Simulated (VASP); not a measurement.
# SiB (P6_3mc) in VASP: further runs

The runs below take SiB through relaxation of cell and atoms, single point, with PBE, r2SCAN.

Program: VASP 6.6.1. These are calculated values, not measurements. Logs are shortened: lines on timing, memory, paths and dates and some standing lists are left out, and cuts for length are marked.

## Step 1: The structure

Symmetry: P6_3mc, No. 186, hexagonal system. The conventional cell has a = 3.320 Å, b = 3.320 Å, c = 5.475 Å, α = 90.00°, β = 90.00°, γ = 120.00°. Si (site symmetry 3m) has 4 B at 2.04 Å as nearest neighbours. B (site symmetry 3m) is surrounded by 4 Si at 2.04 Å.

The cell was built by a generator and needn't be a form met in nature.

## Step 2: Relaxation of cell and atoms, PBE

Contents of INCAR:

```
PREC = Accurate
ENCUT = 520
EDIFF = 1E-6
ISMEAR = 0
SIGMA = 0.1
LREAL = False
LASPH = True
NELM = 120
ALGO = Normal
ISIF = 3
LWAVE = False
LCHARG = False
GGA = PE
IBRION = 2
NSW = 90
EDIFFG = -0.01
KPAR = 2
```

Contents of KPOINTS:

```
Automatic mesh
0
Gamma
  12 12 6
```

Contents of POSCAR:

```
SiB
1.0
    3.3199115200      0.0000000000      0.0000000000
   -1.6599557600      2.8751277100      0.0000000000
    0.0000000000      0.0000000000      5.4750000000
Si B
2 2
Direct
    0.6666666700      0.3333333300      0.5011872100
    0.3333333300      0.6666666700      0.0011872100
    0.6666666700      0.3333333300      0.8737899500
    0.3333333300      0.6666666700      0.3737899500
```

Potentials or basis: VASP PAW PBE potentials, release 64 (Si, B).

Command:

```console
$ cat potpaw_PBE.64/Si/POTCAR potpaw_PBE.64/B/POTCAR > POTCAR
$ mpirun -np 2 vasp_std > vasp.out
```

OUTCAR:

```text
PREC = Accurate
   ENCUT = 520
   EDIFF = 1E-6
   ISMEAR = 0
   LREAL = False
   LASPH = True
   NELM = 120
   ISIF = 3
   GGA = PE
   IBRION = 2
   NSW = 90
   EDIFFG = -0.01

 ion  position               nearest neighbor table
   1  0.667  0.333  0.501-   4 2.04   4 2.04   4 2.04   3 2.04
   2  0.333  0.667  0.001-   3 2.04   3 2.04   3 2.04   4 2.04
   3  0.667  0.333  0.874-   2 2.04   2 2.04   2 2.04   1 2.04
   4  0.333  0.667  0.374-   1 2.04   1 2.04   1 2.04   2 2.04

  LATTYP: Found a hexagonal cell.
 ALAT       =     3.3199115200
 C/A-ratio  =     1.6491403361

  Lattice vectors:

 A1 = (   3.3199115200,   0.0000000000,   0.0000000000)
 A2 = (  -1.6599557600,   2.8751277100,   0.0000000000)
 A3 = (   0.0000000000,   0.0000000000,   5.4750000000)

Analysis of symmetry for initial positions (statically):
=====================================================================
 Subroutine PRICEL returns:
 Original cell was already a primitive cell.

 Routine SETGRP: Setting up the symmetry group for a
 hexagonal supercell.

 Subroutine GETGRP returns: Found 12 space group operations
 (whereof  6 operations were pure point group operations)
 out of a pool of 24 trial point group operations.

The static configuration has the point symmetry C_3v.
 The point group associated with its full space group is C_6v.

Analysis of symmetry for dynamics (positions and initial velocities):
=====================================================================
 Subroutine PRICEL returns:
 Original cell was already a primitive cell.

 Routine SETGRP: Setting up the symmetry group for a
 hexagonal supercell.

 Subroutine GETGRP returns: Found 12 space group operations
 (whereof  6 operations were pure point group operations)
 out of a pool of 24 trial point group operations.

The dynamic configuration has the point symmetry C_3v.
 The point group associated with its full space group is C_6v.

 Subroutine INISYM returns: Found 12 space group operations
 (whereof  6 operations are pure point group operations),
 and found     1 'primitive' translations

----------------------------------------------------------------------------------------

                                     Primitive cell

  volume of cell :      52.2598

  direct lattice vectors                    reciprocal lattice vectors
     3.319911520  0.000000000  0.000000000     0.301212847  0.173905318  0.000000000
    -1.659955760  2.875127710  0.000000000     0.000000000  0.347810637  0.000000000
     0.000000000  0.000000000  5.475000000     0.000000000  0.000000000  0.182648402

  length of vectors
     3.319911520  3.319911516  5.475000000     0.347810636  0.347810637  0.182648402

  position of ions in fractional coordinates (direct lattice)
     0.666666670  0.333333330  0.501187210
     0.333333330  0.666666670  0.001187210
     0.666666670  0.333333330  0.873789950
     0.333333330  0.666666670  0.373789950

  ion indices of the primitive-cell ions
   primitive index   ion index
                 1           1
                 2           2
                 3           3
                 4           4

----------------------------------------------------------------------------------------

 KPOINTS: Automatic mesh

Automatic generation of k-mesh.
 Grid dimensions read from file:
 generate k-points for:   12   12    6

 Generating k-lattice:

  Cartesian coordinates                     Fractional coordinates (reciprocal lattice)
     0.025101071  0.014492110  0.000000000     0.083333333  0.000000000  0.000000000
     0.000000000  0.028984220  0.000000000     0.000000000  0.083333333  0.000000000
     0.000000000  0.000000000  0.030441400     0.000000000  0.000000000  0.166666667

  Length of vectors
     0.028984220  0.028984220  0.030441400

  Shift w.r.t. Gamma in fractional coordinates (k-lattice)
     0.000000000  0.000000000  0.000000000

 Subroutine IBZKPT returns following result:
 ===========================================

 Found     76 irreducible k-points:

 Following reciprocal coordinates:
            Coordinates               Weight
  0.000000  0.000000  0.000000      1.000000
  0.083333  0.000000  0.000000      6.000000
  0.166667  0.000000  0.000000      6.000000
  0.250000  0.000000  0.000000      6.000000
  0.333333  0.000000  0.000000      6.000000
  0.416667  0.000000  0.000000      6.000000
[... 16 lines left out ...]
  0.250000  0.000000  0.166667     12.000000
  0.333333  0.000000  0.166667     12.000000
 [... further k-points ...]
   k-points           NKPTS =     76   k-points in BZ     NKDIM =     76   number of bands    NBANDS=     11
   number of dos      NEDOS =    301   number of ions     NIONS =      4
   total plane-waves  NPLWV =  32928
   dimension x,y,z NGX =    28 NGY =   28 NGZ =   42
   dimension x,y,z NGXF=    56 NGYF=   56 NGZF=   84
   ions per type =               2   2
   NGX,Y,Z   is equivalent  to a cutoff of  14.02, 14.02, 12.75 a.u.
   NGXF,Y,Z  is equivalent  to a cutoff of  28.04, 28.04, 25.51 a.u.
 SYSTEM =  unknown system
   PREC   = accura    normal or accurate (medium, high low for compatibility)
   ISTART =      0    job   : 0-new  1-cont  2-samecut
   ICHARG =      2    charge: 1-file 2-atom 10-const
   ISPIN  =      1    spin polarized calculation?
   LNONCOLLINEAR =      F non collinear calculations
   LSORBIT =      F    spin-orbit coupling
   LASPH  =      T    aspherical Exc in radial PAW
   ENCUT  =  520.0 eV  38.22 Ry    6.18 a.u.   6.17  6.17 10.18*2*pi/ulx,y,z
   NELM   =    120;   NELMIN=  2; NELMDL= -5     # of ELM steps
   EDIFF  = 0.1E-05   stopping-criterion for ELM
   LREAL  =      F    real-space projection
   EDIFFG = -.1E-01   stopping-criterion for IOM
   NSW    =     90    number of steps for IOM
   IBRION =      2    ionic relax: 0-MD 1-quasi-New 2-CG
   NFREE  =      1    steps in history (QN), initial steepest desc. (CG)
   ISIF   =      3    stress and relaxation
   ISYM   =      2    0-nonsym 1-usesym 2-fastsym
   POTIM  = 0.5000    time-step for ionic-motion
   TEBEG  =    0.0;   TEEND  =   0.0 temperature during run
   PSTRESS=    0.0 pullay stress
   NELECT =      14.0000    total number of electrons
   NUPDOWN=      -1.0000    fix difference up-down
   EMIN   =  10.00;   EMAX   =-10.00  energy-range for DOS
   EFERMI =   0.00;   METHOD = LEGACY
   ISMEAR =     0;   SIGMA  =   0.10  broadening in eV -4-tet -1-fermi 0-gaus
   EFERMI_NEDOS =   21; number of points for ismear=-14 and -15
   IALGO  =     38    algorithm
   IMIX   =      4    mixing-type and parameters
     AMIX     =   0.40;   BMIX     =  1.00
     AMIX_MAG =   1.60;   BMIX_MAG =  1.00
  volume/ion in A,a.u.               =      13.06        88.17
  Fermi-wavevector in a.u.,A,eV,Ry     =   1.055346  1.994315 15.153563  1.113755
  Thomas-Fermi vector in A             =   2.190541
   LORBIT       =      0    0 simple, 1 ext, 2 COOP (PROOUT), +10 PAW based schemes
   GGA     = PE    functional components
   LHFCALC =     F    Hartree Fock is set to
   AEXX    =    0.0000 exact exchange contribution
   IVDW    =     0    specifies the selected vdW correction
   LEPSILON=     F    determine dielectric tensor
   LRPA    =     F    only Hartree local field effects (RPA)
 conjugate gradient relaxation of ions
 non-spin polarized calculation
 Gauss-broadening in eV      SIGMA  =   0.10
  energy-cutoff  :      520.00
  volume of cell :       52.26
 maximum number of plane-waves:      1422
 NGX is ok and might be reduce to    28
   NGX = 13   NGY = 13   NGZ = 21

--------------------------------------- Ionic step        1  -------------------------------------------

 number of electron      14.0000000 magnetization

 Free energy of the ion-electron system (eV)
  ---------------------------------------------------
  ext. energy  EPLUGINS =         0.00000000
  ---------------------------------------------------
  free energy    TOTEN  =       -22.60323129 eV

  energy without entropy =      -22.58967991  energy(sigma->0) =      -22.59645560

------------------------ aborting loop because EDIFF is reached ----------------------------------------

  FORCE on cell =-STRESS in cart. coord.  units (eV):
  Direction    XX          YY          ZZ          XY          YZ          ZX
  --------------------------------------------------------------------------------------
  -------------------------------------------------------------------------------------
  Total       -0.0414101     -0.0414101      0.0772803     -0.0000000      0.0000000      0.0000000
  in kB       -1.2695479     -1.2695479      2.3692535     -0.0000000      0.0000000      0.0000000
  external PRESSURE =      -0.0566141 kB  Pullay stress =       0.0000000 kB
[... 95 lines left out ...]
  FREE ENERGIE OF THE ION-ELECTRON SYSTEM (eV)
  ---------------------------------------------------
  free  energy   TOTEN  =       -22.6129521956 eV

  energy  without entropy=      -22.5986740238  energy(sigma->0) =      -22.60581311

[... ionic steps 4 to 18 ...]

--------------------------------------- Ionic step       19  -------------------------------------------

 number of electron      14.0000001 magnetization

------------------------ aborting loop because EDIFF is reached ----------------------------------------
[... 71 lines left out ...]
--------------------------------------- Ionic step       21  -------------------------------------------

 number of electron      14.0000001 magnetization

 Free energy of the ion-electron system (eV)
  ---------------------------------------------------
  ext. energy  EPLUGINS =         0.00000000
  ---------------------------------------------------
  free energy    TOTEN  =       -22.72874898 eV

  energy without entropy =      -22.72342153  energy(sigma->0) =      -22.72608526

 E-fermi :   5.6541     XC(G=0): -10.4804

 val. band max:        5.6340476754   @ k =   0.1667   0.0833   0.0000
 cond. band min:       5.6921844088   @ k =   0.2500   0.0000   0.1667
 fundamental gap:      0.0581367335
 Fermi energy:         5.6541432846

 k-point     1 :       0.0000    0.0000    0.0000
  band No.  band energies     occupation
      1      -6.6549      2.00000
      2      -3.8460      2.00000
      3      -1.5496      2.00000
      4       5.9088      0.00032
      5       7.0490      0.00000
      6       7.0490      0.00000
      7       8.4196      0.00000
      8       8.4196      0.00000
      9      10.3312      0.00000
     10      12.0161      0.00000
     11      12.0161      0.00000
[... 309 lines left out ...]
 k-point    24 :       0.3333    0.0000    0.1667
  band No.  band energies     occupation
      1      -4.6854      2.00000
      2      -2.4744      2.00000
      3       0.2593      2.00000
      4       1.6693      2.00000
      5       3.0294      2.00000
      6       4.9554      2.00000
      7       5.2217      2.00000
      8       6.7806      0.00000
      9       9.3790      0.00000
     10      10.5881      0.00000
     11      11.8014      0.00000

 [... further k-points ...]
[... 5 lines left out ...]
  --------------------------------------------------------------------------------------
  -------------------------------------------------------------------------------------
  Total       -0.0282757     -0.0282757      0.0334058      0.0000000      0.0000000     -0.0000000
  in kB       -0.8846127     -0.8846127      1.0451072      0.0000000      0.0000000     -0.0000000
  external PRESSURE =      -0.2413728 kB  Pullay stress =       0.0000000 kB
[... 19 lines left out ...]
  FREE ENERGIE OF THE ION-ELECTRON SYSTEM (eV)
  ---------------------------------------------------
  free  energy   TOTEN  =       -22.7287489845 eV

  energy  without entropy=      -22.7234215275  energy(sigma->0) =      -22.72608526

 reached required accuracy - stopping structural energy minimisation
```

Run time: 3.3 min. Hardware: 2 MPI ranks of AMD EPYC 7R13 (Zen 3), shared host; peak memory 0.17 GiB.

What came out:

| Property | Result |
| --- | --- |
| Free energy | -22.7287 eV |
| Relaxed volume | 12.80 Å³/atom |
| Relaxed cell | a = 3.182 Å, b = 3.182 Å, c = 5.840 Å, α = 90.00°, β = 90.00°, γ = 120.00° |
| Space group after relaxing (to 0.05 Å) | P6_3mc (No. 186) |
| Energy gained by relaxing | 31.4 meV/atom |
| Ionic steps | 21 |
| Pressure after relaxing | 0.0 GPa |
| Band gap on the k mesh | none (metal or under the smearing width) |

Forces on the atoms (eV/Å):
```
Si   0.000  0.000 -0.002
Si   0.000  0.000 -0.002
B    0.000  0.000  0.002
B    0.000  0.000  0.002
```

Step by step:
```csv
step,energy change (eV),largest force (eV/Å),pressure (GPa),volume (Å³)
1,0.0000,0.1934,-0.01,52.26
2,-0.0061,0.1012,0.00,52.26
3,-0.0097,0.0460,0.06,52.25
4,-0.0113,0.0502,0.05,52.25
5,-0.0163,0.0708,0.02,52.25
6,-0.0273,0.1554,-0.04,52.25
7,-0.0398,0.4639,-0.16,52.25
8,-0.0446,0.4713,-0.22,52.25
9,-0.0570,0.4935,-0.42,52.24
10,-0.0764,0.5241,-0.85,52.22
11,-0.0712,0.9076,-2.02,52.13
12,-0.0827,0.7187,-1.37,52.18
13,-0.0980,0.5516,-1.42,52.10
14,-0.1218,0.0714,-1.44,51.86
15,-0.1227,0.0351,-1.41,51.80
16,-0.1238,0.0350,-1.05,51.66
17,-0.1252,0.0352,-0.20,51.31
18,-0.1253,0.0352,0.03,51.23
19,-0.1254,0.0236,0.02,51.22
20,-0.1255,0.0108,0.02,51.21
21,-0.1255,0.0021,-0.02,51.21
```

Final structure:
```
CELL_PARAMETERS angstrom
3.18204 0.00000 0.00000
-1.59102 2.75573 0.00000
0.00000 0.00000 5.84021
ATOMIC_POSITIONS crystal
Si 0.66667 0.33333 0.51748
Si 0.33333 0.66667 0.01748
B 0.66667 0.33333 0.85750
B 0.33333 0.66667 0.35750
```

Levels at points of the mesh, in eV from the Fermi level:
| k point | band 4 | band 5 | band 6 | band 7 | band 8 | band 9 | band 10 | band 11 |
| --- | --- | --- | --- | --- | --- | --- | --- | --- |
| (0.00, 0.00, 0.00) | 0.25 | 1.39 | 1.39 | 2.77 | 2.77 | 4.68 | 6.36 | 6.36 |
| (0.50, 0.00, 0.00) | -4.65 | -4.01 | -2.21 | -0.92 | 0.95 | 3.98 | 4.10 | 6.28 |
| (0.00, 0.00, 0.50) | -3.69 | 1.98 | 1.98 | 1.98 | 1.98 | 7.03 | 7.03 | 7.31 |
| (0.50, 0.00, 0.50) | -6.27 | -1.49 | -1.49 | -0.18 | -0.18 | 3.48 | 3.48 | 5.11 |

[end of part 1 of 2]
